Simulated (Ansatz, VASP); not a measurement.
## NbTe: VASP beside Ansatz

The input INCAR:

```
SYSTEM = NbTe
ALGO     = Normal         ! electronic algorithm
EDIFF    = 1E-6           ! SCF threshold, eV
ENCUT    = 520            ! plane-wave cutoff, eV
GGA      = PE             ! functional
ISIF     = 2              ! what is computed and relaxed
ISMEAR   = -1             ! smearing method
LASPH    = .TRUE.         ! aspherical terms in the spheres
LCHARG   = .FALSE.        ! write CHGCAR
LREAL    = .FALSE.        ! projectors in reciprocal space
LWAVE    = .FALSE.        ! write WAVECAR
NBANDS   = 16             ! bands
NELM     = 80             ! most SCF steps
PREC     = Accurate       ! precision mode
SIGMA    = 0.05           ! smearing width, eV
```

Contents of KPOINTS:

```
k-points
0
G
  8 8 8
  0 0 0
```

File POSCAR:

```
NbTe
1.0
    3.4928876458      0.0000000000      0.0000000000
    0.0000000000      3.4928876458      0.0000000000
    0.0000000000      0.0000000000      3.4928876458
Nb Te
1 1
Direct
    0.5000000000      0.5000000000      0.5000000000
    0.0000000000      0.0000000000      0.0000000000
```

File input.yaml:

```yaml
crystal:
  lattice:
    - [3.4928876458, 0.0, 0.0]
    - [0.0, 3.4928876458, 0.0]
    - [0.0, 0.0, 3.4928876458]
  atoms:
    - { symbol: Nb, position: [0.5, 0.5, 0.5] }
    - { symbol: Te, position: [0.0, 0.0, 0.0] }
hamiltonian:
  xc: pbe
  pseudopotentials: { kind: nc, accuracy: standard }
kpoints:
  mp_grid: { grid: [8, 8, 8] }
scf:
  occupations: { method: fermi_dirac, width: 0.05 }
output:
  forces: true
  stress: true
  eigenvalues: true
```

The cell was built by a generator and needn't be a form met in nature.

Alike in both runs: task single point; functional PBE; k mesh 8 × 8 × 8; occupations fermi-dirac, width 0.05 eV; no spin polarisation.

```csv
,VASP,Ansatz
version,VASP 6.6.1,Ansatz 0.2.0
potentials or method,"VASP PAW PBE potentials, release 64 (Nb_sv, Te)",PseudoDojo standard (PBE files)
plane-wave cutoff (eV),520,1120
valence electrons in the cell,19,29
```

Ansatz gave:

- gap on the k mesh at the Fermi level (eV): none
- pressure (GPa): -6.7

Estimate VASP's values.

gap on the k mesh at the Fermi level (eV): none; pressure (GPa): -6.8.

A gap of «none» marks a metal or a gap that the smearing closes. The two sets of potentials don't hold the same shells in valence.

Spin-orbit coupling is left out, which matters for the levels of Te.
